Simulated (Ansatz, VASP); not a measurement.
## CsLi2: VASP beside Ansatz

```
Cs Li
1.0
     0.00000    4.46218    4.46218
     4.46218    0.00000    4.46218
     4.46218    4.46218    0.00000
Cs Li
1 2
Direct
  0.00000 0.00000 0.00000
  0.75000 0.75000 0.75000
  0.25000 0.25000 0.25000
```

Alike in both runs: task relaxation of cell and atoms; functional PBE; k mesh 10 × 10 × 10; occupations gaussian, width 0.1 eV; no spin polarisation.

|  | VASP | Ansatz |
| --- | --- | --- |
| version | VASP 6.6.1 | Ansatz 0.2.0 |
| potentials or method | VASP PAW PBE potentials, release 64 (Cs_sv, Li_sv) | scalar-relativistic, plane waves, PAW |
| plane-wave cutoff (eV) | 600 | 420 |
| valence electrons in the cell | 15 | 15 |

```tsv
	VASP	Ansatz	Ansatz less VASP
gap on the k mesh at the Fermi level, each at its own relaxed structure (eV)	none	none	-
relaxed volume (Å³/atom)	64.20	64.35	+0.148
relaxed cell length with the largest relative difference (Å)	6.482	6.487	+0.0050
energy change over the relaxation (meV/atom)	-4	-5	-0.9
```

A gap of «none» marks a metal or a gap that the smearing closes.

Caveats: the cutoff is under 1.25 times the usual one of these potentials, so pressure, stress and relaxed cells hold a basis-set (Pulay) error (VASP). Spin-orbit coupling is left out, which matters for the levels of Cs.
